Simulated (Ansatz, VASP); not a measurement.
**NaCl (NaCl (Fm-3m)) in two plane-wave programs**

Wanted: the spread between two codes on one cell, functional and k mesh. The cell is taken from a series of runs on this material, whose earlier steps may have relaxed, scaled, displaced or heated it; both programs get it as it stands.

Main program and level: Ansatz 0.2.0; plane waves, with VASP 6.6.1 beside it; PBE0 form with 15 % exact exchange with an exact-exchange share of 0.15.

## 1. The starting structure

Symmetry: Fm-3m, No. 225, cubic system. The conventional cell has a = 5.602 Å, b = 5.602 Å, c = 5.602 Å, α = 90.00°, β = 90.00°, γ = 90.00°. Na has 6 Cl at 2.80 Å nearest. Cl has 6 Na at 2.80 Å nearest. Farther neighbours and most contacts between anions are not listed.

Structure file:

```xyz
2
Lattice="0.0000 2.8010 2.8010 2.8010 0.0000 2.8010 2.8010 2.8010 0.0000" Properties=species:S:1:pos:R:3 pbc="T T T"
Na    0.0000    0.0000    0.0000
Cl    2.8010    2.8010    2.8010
```

## 2. VASP: single point, PBE0 form with 15 % exact exchange with an exact-exchange share of 0.15

With cell and atoms fixed, the geometry can't cause a difference; cores, projectors, grids and the points listed under the comparison can.

Lines of VASP's logs that name or quote its potential files are left out, and so is its time.

The run reads the wave functions of an earlier VASP run, which isn't shown here.

INCAR reads:

```
SYSTEM = NaCl
PREC = Accurate
ENCUT = 400
EDIFF = 1E-06
NELM = 100
ISMEAR = 0
SIGMA = 0.01
LREAL = .FALSE.
ALGO = Normal
LHFCALC = .TRUE.
AEXX = 0.15
GGA = PE
LASPH = .TRUE.
NBANDS = 13
PRECFOCK = Fast
LORBIT = 11
LWAVE = .FALSE.
LCHARG = .FALSE.
KPAR = 4
ISIF = 2
```

POSCAR reads:

```
NaCl
1.0
    0.0000000000      2.8010025900      2.8010025900
    2.8010025900      0.0000000000      2.8010025900
    2.8010025900      2.8010025900      0.0000000000
Na Cl
1 1
Direct
    0.0000000000      0.0000000000      0.0000000000
    0.5000000000      0.5000000000      0.5000000000
```

KPOINTS reads:

```
Automatic mesh
0
Gamma
4 4 4
0 0 0
```

PAW data sets: Na_pv and Cl (PBE family, release 64).

Command:

```bash
$ mpirun -np 4 vasp_std
```

Numbers of over 12 decimals in the logs are rounded to 6 here.

What it wrote:

```text
[banner, memory and clock lines left out]
running    4 mpi-ranks, on    1 nodes
 distrk:  each k-point on    1 cores,    4 groups
 distr:  one band on    1 cores,    1 groups

 POSCAR found type information on POSCAR NaCl
 POSCAR found :  2 types and       2 ions
 LDA part: xc-table for (Slater+PW92), standard interpolation
 found WAVECAR, reading the header
 POSCAR, INCAR and KPOINTS ok, starting setup
 FFT: planning ... GRIDC
 FFT: planning ... GRID_SOFT
 FFT: planning ... GRID
 reading WAVECAR
 the WAVECAR file was read successfully
 initial charge from wavefunction
 entering main loop
       N       E                     dE             d eps       ncg     rms          rms(c)
DAV:   1    -0.774970967813E+01   -0.77497E+01   -0.47914E-02   208   0.201E+00    0.256E-01
DAV:   2    -0.774997190709E+01   -0.26223E-03   -0.28049E-03   236   0.710E-01    0.180E-01
DAV:   3    -0.774991392030E+01    0.57987E-04   -0.19534E-04   248   0.209E-01    0.105E-01
DAV:   4    -0.774990841921E+01    0.55011E-05   -0.22924E-05   248   0.689E-02    0.633E-02
DAV:   5    -0.774990870177E+01   -0.28256E-06   -0.39521E-06   238   0.248E-02
   1 F= -.77499087E+01 E0= -.77499087E+01  d E =-.351006E-17
```

OUTCAR, selected parts (step 2):

```text
ion  position               nearest neighbor table
   1  0.000  0.000  0.000-
   2  0.500  0.500  0.500-

  LATTYP: Found a face centered cubic cell.
 ALAT       =     5.6020051800

 Subroutine GETGRP returns: Found 48 space group operations
 (whereof 48 operations were pure point group operations)

The static configuration has the point symmetry O_h .

 Found      8 irreducible k-points:

   k-points           NKPTS =      8   k-points in BZ     NKDIM =     64   number of bands    NBANDS=     13

   dimension x,y,z NGX =    28 NGY =   28 NGZ =   28
   dimension x,y,z NGXF=    56 NGYF=   56 NGZF=   56

   ENCUT  =  400.0 eV  29.40 Ry    5.42 a.u.   6.46  6.46  6.46*2*pi/ulx,y,z

   NELECT =      14.0000    total number of electrons

 k-points in reciprocal lattice and weights: Automatic mesh
   0.00000000  0.00000000  0.00000000       0.016
   0.25000000  0.00000000  0.00000000       0.125
   0.50000000  0.00000000  0.00000000       0.062
   0.25000000  0.25000000  0.00000000       0.094
   0.50000000  0.25000000  0.00000000       0.375
  -0.25000000  0.25000000  0.00000000       0.188
   0.50000000  0.50000000  0.00000000       0.047
  -0.25000000  0.50000000  0.25000000       0.094

  exchange ACFDT corr.  =         0.00000000  see jH, gK, PRB 81, 115126

 average (electrostatic) potential at core
       1 -43.2351       2 -90.8725

 E-fermi :  -1.3960

 k-point     1 :       0.0000    0.0000    0.0000
  band No.  band energies     occupation
    ...
      3     -23.4741      2.00000
      4     -14.8949      2.00000
      5      -1.4525      2.00000
      6      -1.4525      2.00000
      7      -1.4525      2.00000
      8       4.9969      0.00000
      9      11.0516      0.00000
     10      11.0516      0.00000
     11      11.0516      0.00000
     12      13.3518      0.00000
    ...

 k-point     2 :       0.2500    0.0000    0.0000
  band No.  band energies     occupation
    ...
      3     -23.4750      2.00000
      4     -14.7128      2.00000
      5      -2.6234      2.00000
      6      -1.6016      2.00000
      7      -1.6016      2.00000
      8       6.5005      0.00000
      9       9.9433      0.00000
     10      11.3728      0.00000
     11      11.3728      0.00000
     12      13.2974      0.00000
    ...

 k-point     3 :       0.5000    0.0000    0.0000
  band No.  band energies     occupation
    ...
      3     -23.4759      2.00000
      4     -14.5190      2.00000
      5      -3.5290      2.00000
      6      -1.7424      2.00000
      7      -1.7424      2.00000
      8       7.1132      0.00000
      9      10.7764      0.00000
     10      10.9520      0.00000
     11      10.9520      0.00000
     12      15.0731      0.00000
    ...

  Total        0.2146906      0.2146906      0.2146906      0.0000000     -0.0000000      0.0000000
  in kB        7.8262373      7.8262373      7.8262373      0.0000000     -0.0000000      0.0000000
  external PRESSURE =       7.8262373 kB  Pullay stress =       0.0000000 kB

  energy-cutoff  :      400.00
  volume of cell :       43.95
      direct lattice vectors                 reciprocal lattice vectors
     0.000000000  2.801002590  2.801002590    -0.178507511  0.178507511  0.178507511
     2.801002590  0.000000000  2.801002590     0.178507511 -0.178507511  0.178507511
     2.801002590  2.801002590  0.000000000     0.178507511  0.178507511 -0.178507511

 POSITION                                       TOTAL-FORCE (eV/Angst)
 -----------------------------------------------------------------------------------
      0.00000      0.00000      0.00000        -0.000000     -0.000000      0.000000
      2.80100      2.80100      2.80100         0.000000      0.000000     -0.000000
 -----------------------------------------------------------------------------------
    total drift:                                0.000000      0.000000     -0.000000

  FREE ENERGIE OF THE ION-ELECTRON SYSTEM (eV)
  ---------------------------------------------------
  free  energy   TOTEN  =        -7.7499087018 eV

  energy  without entropy=       -7.7499087018  energy(sigma->0) =       -7.74990870

 total charge
# of ion       s       p       d       tot
------------------------------------------
    1        0.042   5.983   0.000   6.025
    2        1.583   3.599   0.000   5.183
--------------------------------------------------
tot          1.625   9.583   0.000  11.208

[... 3 further parts left out ...]
```

The k-mesh is coarse for unscreened exact exchange, which converges slowly with it.

## 3. Ansatz: single point, PBE0 form with 15 % exact exchange with an exact-exchange share of 0.15

Ansatz runs on its default PAW (the set named soft_2) files.

The same cell, functional and mesh now go to Ansatz.

input.yaml reads:

```yaml
crystal:
  lattice:
    - [0.0, 2.80100259, 2.80100259]
    - [2.80100259, 0.0, 2.80100259]
    - [2.80100259, 2.80100259, 0.0]
  atoms:
    - { symbol: Na, position: [0.0, 0.0, 0.0] }
    - { symbol: Cl, position: [0.5, 0.5, 0.5] }
basis:
  ecutwfc: 420.0
  ecutrho_ratio: 4
  xc_grid: 2
  fft_grid_basis: typed
  precision: f64
kpoints:
  mp_grid: { grid: [4, 4, 4] }
  band_path: { path: [VBM, CBM], npoints: 1 }
hamiltonian:
  xc: { preset: pbe0, exx: 0.15 }
  pseudopotentials: { kind: paw }
scf:
  max_iter: 80
  occupations: { method: fixed }
output:
  forces: true
checkpoint:
  write: "../host.hyb2.run"
  compress: false
  write_wavefunctions: true
  write_every: 100000
```

Command:

```bash
$ ansatz run input.yaml --threads 10 --pin off --max-ram 65945MiB --backend cuda --events-out ev --progress --plain --runs-dir out
```

What it wrote:

```text
Engine: ansatz 0.2.0, x86_64-unknown-linux-gnu
Pseudopotentials: kind: paw
Pseudopotential: Na, paw, valence charge 9, recommended cutoff 420 eV (normal), Na.paw.azcp
Pseudopotential: Cl, paw, valence charge 7, recommended cutoff 420 eV (normal), Cl.paw.azcp
Functional definition: unnamed
  parameter a_1 = 0.15
  exchange = (1 - a_1)*pbe_x + a_1*exact_x
  correlation = pbe_c
davidson cushion auto → on  (no smearing: the cushion is to keep the highest requested band from converging to the state above it; pin scf.eigensolver.cushion to override)
device memory: the entry about to start is reckoned to put 1.8 GiB on a device that reports 78.6 GiB free
GPU FFT provider: cuFFT
GPU libraries: cuBLAS 13.8.2, cuFFT 12.4.0, cuSOLVER 12.3.4
Crystal: 2 atoms, lattice volume = 43.951 Å³
Basis set: ecut = 420 eV, 869 PW (Γ), exchange–correlation on 54×54×54 points (8 copies of the dense FFT grid, shifted against one another)
Bands: 12, of which v1, the nominal top of the filled ones, is band 8 counted from 1 (7 counted from 0)
Symmetry: 48 space group operations
Space group: Fm-3m (ITA 225), of the structure as read, at distance tolerance 3.5e-5 Å
k-points: 8 of 64
Non-local potential: Na, projectors of the file, l = 0: 3, l = 1: 2, l = 2: 1
Non-local potential: Cl, projectors of the file, l = 0: 2, l = 1: 2, l = 2: 2
PAW form: soft (Blöchl's): semilocal exchange-correlation on the pseudo side does not see the compensation charge
PAW frozen core: Na, regenerated for the run's functional, and the local potential with it (the file was generated under x = pbe(κ = 0.804, μ = 0.219515), c = pbe(β = 0.066725))
PAW frozen core: Cl, regenerated for the run's functional, and the local potential with it (the file was generated under x = pbe(κ = 0.804, μ = 0.219515), c = pbe(β = 0.066725))
PAW one-centre angular grid: Na, 110 points (default); XC on 64 Gauss nodes
PAW one-centre angular grid: Cl, 110 points (default); XC on 64 Gauss nodes
Initial density: superposition of atomic densities (neutral atoms: chi_scale 0, normalization atom), corrected by the library's trained network
Initial wavefunctions: pseudopotential atomic-orbital guess
GPU buffer pool allocated for 19683 grid points (all kernels)
GPU transforms: local potential and band sums: pruned to the plane-wave sphere, on 25×27×27
Functional: x = pbe(κ = 0.804, μ = 0.219515), c = pbe(β = 0.066725), warm-up for x = 0.85 pbe(κ = 0.804, μ = 0.219515) + 0.15 exact, c = pbe(β = 0.066725)
SCF iter   1: F=—  HF=-2569.543460 eV  |F-HF|=—  |Δ(HF+E_count)|=         —  Δρ=3.55e-4  dr2=6.56e-5  ethr=1.77e-3  ⟨swp⟩=2.0  Hψ=703  notcnv=0
preconditioner: auto → none  [insulator: Δε(μ)=5.180 eV  Ē_g=21.007 eV  n_scr=14 (ndim 8)  ℏωp=21.0 eV  f_vac=0.028]
iter 2 solved again at ethr=5.16e-9 eV; its pass at ethr=4.10e-7 eV (dr2=8.26e-7 eV) is discarded
SCF iter   2: F=-2569.543402 eV  HF=-2569.543406 eV  |F-HF|=3.75e-6  |Δ(HF+E_count)|=   5.43e-5  Δρ=7.05e-5  dr2=8.26e-7  ethr=5.16e-9  ⟨swp⟩=3.2  Hψ=570  notcnv=0  defer=1
SCF 1 stopped early in 2 iterations: F = -2569.543402 eV  dr2 = 8.26e-7
  greatest PAW one-centre occupation: 0.999 electrons in one spin orbital (limit 2), on the Na atom at site 0 (counted from 0), in its partial waves of l = 0
device memory: the entry about to start is reckoned to put 2.4 GiB on a device that reports 78.5 GiB free
GPU FFT provider: cuFFT
GPU libraries: cuBLAS 13.8.2, cuFFT 12.4.0, cuSOLVER 12.3.4
Initial density: handed on by an earlier stage of this run
Initial wavefunctions: those handed on with the density
GPU buffer pool allocated for 19683 grid points (all kernels)
GPU transforms: local potential and band sums: pruned to the plane-wave sphere, on 25×27×27
Functional: x = 0.85 pbe(κ = 0.804, μ = 0.219515) + 0.15 exact, c = pbe(β = 0.066725)
Exchange kernel: α = 0.1500, full range, Wigner–Seitz truncation, v(0) = 6907.8962 eV·Å³, q-mesh 4×4×4, nearest image of the exchange supercell L = 15.84 Å, pair-density grid 15×15×15, without the augmentation charges, whose exchange is taken in its separable form by FFT convolution over the k-point mesh (sized by the pseudopotential files, 24×24×24 at the most), smooth part of the exact exchange by density-matrix convolution in up to 827.0 MiB of GPU memory as planned if the GPU has room (build and FFT work areas not counted)
Frozen-core exchange: fock
SCF iter   1: F=—  HF=-2570.324709 eV  |F-HF|=—  |Δ(HF+E_count)|=         —  Δρ=3.01e-3  dr2=2.09e-3  ethr=5.16e-8  ⟨swp⟩=7.1  Hψ=530  notcnv=0
preconditioner: auto → none  [insulator: Δε(μ)=6.429 eV  Ē_g=15.252 eV  n_scr=14 (ndim 8)  ℏωp=15.8 eV  f_vac=0.030]
SCF iter   2: F=—  HF=-2570.323657 eV  |F-HF|=—  |Δ(HF+E_count)|=   1.05e-3  Δρ=8.45e-4  dr2=2.17e-4  ethr=5.16e-8  ⟨swp⟩=4.1  Hψ=379  notcnv=0
SCF iter   3: F=—  HF=-2570.324146 eV  |F-HF|=—  |Δ(HF+E_count)|=   4.88e-4  Δρ=3.64e-4  dr2=3.70e-5  ethr=5.16e-8  ⟨swp⟩=4.0  Hψ=341  notcnv=0
SCF iter   4: F=—  HF=-2570.324138 eV  |F-HF|=—  |Δ(HF+E_count)|=   7.21e-6  Δρ=8.75e-5  dr2=2.27e-6  ethr=5.16e-8  ⟨swp⟩=3.0  Hψ=295  notcnv=0
SCF iter   5: F=-2570.324139 eV  HF=-2570.324139 eV  |F-HF|=2.60e-8  |Δ(HF+E_count)|=   2.68e-7  Δρ=9.08e-6  dr2=2.12e-7  ethr=1.32e-8  ⟨swp⟩=3.0  Hψ=256  notcnv=0
SCF 2 stopped early in 5 iterations: F = -2570.324139 eV  dr2 = 2.12e-7
hybrid outer 1: dexx = +5.449e-4 eV, tail = 1.52e-6 eV
GPU FFT provider: cuFFT
GPU libraries: cuBLAS 13.8.2, cuFFT 12.4.0, cuSOLVER 12.3.4
GPU buffer pool allocated for 19683 grid points (all kernels)
GPU transforms: local potential and band sums: pruned to the plane-wave sphere, on 25×27×27
Exchange kernel: α = 0.1500, full range, Wigner–Seitz truncation, v(0) = 6907.8962 eV·Å³, q-mesh 4×4×4, nearest image of the exchange supercell L = 15.84 Å, pair-density grid 15×15×15, without the augmentation charges, whose exchange is taken in its separable form by FFT convolution over the k-point mesh (sized by the pseudopotential files, 24×24×24 at the most), smooth part of the exact exchange by density-matrix convolution in up to 827.0 MiB of GPU memory as planned if the GPU has room (build and FFT work areas not counted)
Frozen-core exchange: fock
SCF iter   1: F=—  HF=-2570.324132 eV  |F-HF|=—  |Δ(HF+E_count)|=         —  Δρ=2.04e-5  dr2=1.01e-7  ethr=4.74e-8  ⟨swp⟩=2.0  Hψ=224  notcnv=0
preconditioner: auto → none  [insulator: Δε(μ)=6.444 eV  Ē_g=15.256 eV  n_scr=14 (ndim 8)  ℏωp=15.8 eV  f_vac=0.032]
SCF iter   2: F=-2570.324132 eV  HF=-2570.324132 eV  |F-HF|=2.32e-9  |Δ(HF+E_count)|=   3.68e-8  Δρ=2.31e-6  dr2=1.92e-9  ethr=5.90e-10  ⟨swp⟩=3.1  Hψ=316  notcnv=0
SCF 3 converged in 2 iterations: F = -2570.324132 eV  dr2 = 1.92e-9
  Residual-converged pass: ⟨swp⟩=2.2  Hψ=189  notcnv=0  max |occ|·‖R‖ = 6.2e-6 eV (tolerance 6.7e-6 eV)  dr2=1.92e-9  dr2_onsite=4.15e-10  max |Δocc| = 0.0e0
hybrid outer 2: dexx = +1.263e-8 eV, tail = 4.80e-9 eV, Δε = 1.23e-3 eV (about 9.79e-5 eV left of the loop's levels)
device memory: the entry about to start is reckoned to put 0.3 GiB on a device that reports 78.5 GiB free
NSCF: frozen V_eff on 16 k-points, pencils in batches of 32, up to order 56
device memory: the entry about to start is reckoned to put 0.3 GiB on a device that reports 78.5 GiB free
NSCF: frozen V_eff on 14 k-points, pencils in batches of 32, up to order 56
device memory: the entry about to start is reckoned to put 0.3 GiB on a device that reports 78.5 GiB free
NSCF: frozen V_eff on 2 k-points
device memory: the entry about to start is reckoned to put 0.3 GiB on a device that reports 78.5 GiB free
NSCF: frozen V_eff on 2 k-points
device memory: the entry about to start is reckoned to put 0.3 GiB on a device that reports 78.5 GiB free
NSCF: frozen V_eff on 2 k-points
device memory: the entry about to start is reckoned to put 0.3 GiB on a device that reports 78.5 GiB free
NSCF: frozen V_eff on 2 k-points
device memory: the entry about to start is reckoned to put 0.3 GiB on a device that reports 78.5 GiB free
NSCF: frozen V_eff on 2 k-points
device memory: the entry about to start is reckoned to put 0.3 GiB on a device that reports 78.5 GiB free
NSCF: frozen V_eff on 2 k-points
hybrid SCF converged: 2 outer / 7 inner (+2 warm-up), last move |dexx| = 1.26e-8 eV, tail = 4.80e-9 eV
Stability not checked: this state was not tested for a lower state beside it, because the functional holds exact exchange (a hybrid, or Hartree-Fock), whose exchange loop this test does not read (fock_operator; see scf.lower_state_search)
Free energy (F): -2570.324132 eV
Frozen-core exchange: fock
Harris-Foulkes:  -2570.324132 eV  (|F-HF|=2.32e-9)
Internal energy: -2570.324132 eV  (E = F + TS)
E sigma→0 (E₀):  -2570.324132 eV
Fermi energy:    0.429814 eV
--- Per-component energies (eV) ---
  E_band       = -258.834457
  E_kinetic    = 283.502823
  E_local      = -1520.844053  (includes V_loc(G=0)·N_el)
  E_nonlocal   = 143.622082
  E_hartree    = 536.457178
  E_xc         = -126.877906
  E_vxc        = -149.642149  (∫ρ·V_xc dr)
  E_exx        = -39.030848  (= α·E_x^exact, valence–valence)
  E_paw        = -904.567470  (= ΣΔE_a)
  E_vpaw       = -10.325640  (= ΣTr[D̂ρ^β])
  E_aug_tail   = 0.000070  (compensation charges beyond the density's cutoff)
  E_ewald      = -942.502981
  E_core_change = -0.083027  (= ΣΔE_core)
  E_smearing   = -0.000000  (= −TS)
  E_closure    = -0.000000  (closes the sum)
  Σ components = -2570.324132   (vs F -2570.324132, Δ=-4.55e-13)
--- Forces (eV/Å), atoms counted from 1 ---
  atom   1  Na     0.00000000    -0.00000000    -0.00000000
  atom   2  Cl     0.00000000    -0.00000000    -0.00000000
  max |Σ_I F_I| component: 2.79e-29 eV/Å
--- Band table (eV; the first three rows and the last of 8) ---
  k-point 0: bands = ["-50.6963", "-21.5633", "-21.5633", "-21.5633", "-13.0105", "0.4298", "0.4298", "0.4298", "6.8742", "12.8524"]
  k-point 1: bands = ["-50.6959", "-21.5791", "-21.5642", "-21.5642", "-12.8297", "-0.7423", "0.2801", "0.2801", "8.3773", "11.7895"]
  k-point 2: bands = ["-50.6954", "-21.5947", "-21.5652", "-21.5652", "-12.6372", "-1.6485", "0.1386", "0.1386", "8.9788", "12.6638"]
  k-point 7: bands = ["-50.6951", "-21.5782", "-21.5782", "-21.5740", "-12.5645", "-0.8616", "-0.8616", "-0.3832", "10.6952", "11.4734"]
  guard bands above this table: 2 of the run's 12 bands. The solve was not asked for them (output.publish_guard_bands: true or output.eigenvalues: true publishes all)
```

The column dr2 measures how far the density is from self-consistency, as an energy; F and HF (Harris–Foulkes) agree once it is small.

## 4. Comparison

Known differences besides the potentials themselves: exact exchange at q = 0 is treated differently, which shows on coarse meshes; VASP keeps PBE cores, Ansatz makes them for the functional; fixed occupations in Ansatz, narrow Gaussian smearing in VASP; the data sets hold 16 valence electrons in Ansatz (on its default PAW (the set named soft_2) files) and 14 in VASP; the cutoff is 420 eV in Ansatz and 400 eV in VASP; VASP takes a coarser grid for exact exchange (PRECFOCK = Fast). Total energies have different zeros and are not compared.

Both answers:

```
              quantity  Ansatz   VASP  difference
gap on the k mesh (eV)   6.444  6.449      -0.005
```

A gap on the mesh is an upper bound, since the band edges may lie between its points.

## 5. What came out

* difference in gap on the k mesh (single point, PBE0 form with 15 % exact exchange with an exact-exchange share of 0.15): -0.0050 eV

What this shows: The difference in gap on the k mesh is -0.0050 eV (single point, PBE0 form with 15 % exact exchange with an exact-exchange share of 0.15), within the 0.08 eV picked in this series as the mark of a large difference. The data sets hold unlike numbers of valence electrons (16 in Ansatz and 14 in VASP), so part of the differences may come from the potentials. How closely two codes agree says nothing of how well the functional describes the real material.

[Lines on the potential files, build, host, timing and source positions are cut from VASP's logs without a mark.]

[Logs are printed without paths, hosts, clocks, repeated set-up lines and the standing remarks that a program may print on its own settings, such as how far it seeks lower states.]

[Hosts, paths, dates, database ids (printed as entryN), source tags and the programs' standing remarks are cut or masked in the printed files.]
